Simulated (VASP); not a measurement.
A run of VASP 6.6.1:

Contents of INCAR:

```
PREC = Accurate
ENCUT = 520
EDIFF = 1E-6
ISMEAR = -1
SIGMA = 0.05
LREAL = False
LASPH = True
NELM = 100
ALGO = Normal
ISIF = 2
LWAVE = False
LCHARG = False
GGA = PS
NBANDS = 32
```

KPOINTS

```
regular mesh
0
Gamma
  6 6 6
```

File POSCAR:

```
ZnHg3
1.0
    5.2446190000      0.0000000000      0.0000000000
    2.6223095000      4.5419732872      0.0000000000
    2.6223095000      1.5139910957      4.2822134818
Zn Hg
1 3
Direct
    0.0000000000      0.0000000000      0.0000000000
    0.2500000000      0.2500000000      0.2500000000
    0.7500000000      0.7500000000      0.7500000000
    0.5000000000      0.5000000000      0.5000000000
```

Potentials or basis: VASP PAW PBE potentials, release 64 (Zn, Hg).

Run with:

```bash
$ cat potpaw_PBE.64/Zn/POTCAR potpaw_PBE.64/Hg/POTCAR > POTCAR
$ mpirun -np 1 vasp_std > vasp.out
```

Hardware: 1 thread of Intel(R) Xeon(R) Platinum 8488C (Sapphire Rapids) (shared host).

Problem. Estimate the wall time of this run.

Solution. Run time: 37 s on 1 thread of Intel(R) Xeon(R) Platinum 8488C (Sapphire Rapids) (shared host), peak memory 0.25 GiB. Counts: scf iterations 12, k points 16.
